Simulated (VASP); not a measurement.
OSZICAR of a VASP run on CsGeI₃ (space group P1):

### OSZICAR
```
       N       E                     dE             d eps       ncg     rms          rms(c)
DAV:   1     0.301602802423E+03    0.30160E+03   -0.14000E+04    52   0.134E+03
DAV:   2     0.243827458793E+02   -0.27722E+03   -0.26508E+03    60   0.281E+02
DAV:   3    -0.152022338387E+02   -0.39585E+02   -0.39402E+02    54   0.121E+02
DAV:   4    -0.169305393777E+02   -0.17283E+01   -0.17270E+01    72   0.311E+01
DAV:   5    -0.169777613637E+02   -0.47222E-01   -0.47215E-01    80   0.461E+00    0.487E+00
DAV:   6    -0.167801736616E+02    0.19759E+00   -0.41750E-01    62   0.378E+00    0.346E+00
DAV:   7    -0.167696487198E+02    0.10525E-01   -0.32371E-01    70   0.249E+00    0.903E-01
DAV:   8    -0.167711921654E+02   -0.15434E-02   -0.31815E-02    64   0.126E+00    0.593E-01
DAV:   9    -0.167735884402E+02   -0.23963E-02   -0.10775E-02    70   0.527E-01    0.142E-01
DAV:  10    -0.167736437976E+02   -0.55357E-04   -0.63304E-04    72   0.125E-01    0.938E-02
DAV:  11    -0.167736737913E+02   -0.29994E-04   -0.45906E-04    70   0.133E-01    0.303E-02
DAV:  12    -0.167736705672E+02    0.32242E-05   -0.68618E-05    72   0.564E-02    0.104E-02
DAV:  13    -0.167736709453E+02   -0.37816E-06   -0.99349E-06    70   0.171E-02
   1 F= -.16773671E+02 E0= -.16773671E+02  d E =-.672496E-13
```

Question: Which electronic solver shows in the log?

Answer: It is blocked Davidson (ALGO = Normal, or the opening steps of other solvers). The INCAR had ALGO = Normal.

Question: Can the final energy be trusted as converged?

Answer: Self-consistency was reached. It stopped with EDIFF = 1E-6, NELM = 100 (PBEsol GGA, plane waves, VASP's PBE PAW potentials (set 64)).

The structure comes from a computed database's CsGeI3 entry; how it stands against other phases isn't given here. The cell was not relaxed at this level, atoms are displaced from their ideal sites. The k-mesh is coarse (spacing up to 1.04 per Å, 2π included), so the numbers may not be converged in it. The run is one of a series of settings (KPOINTS 1×1×1 Γ-centred mesh against the base run), some of them coarse on purpose.
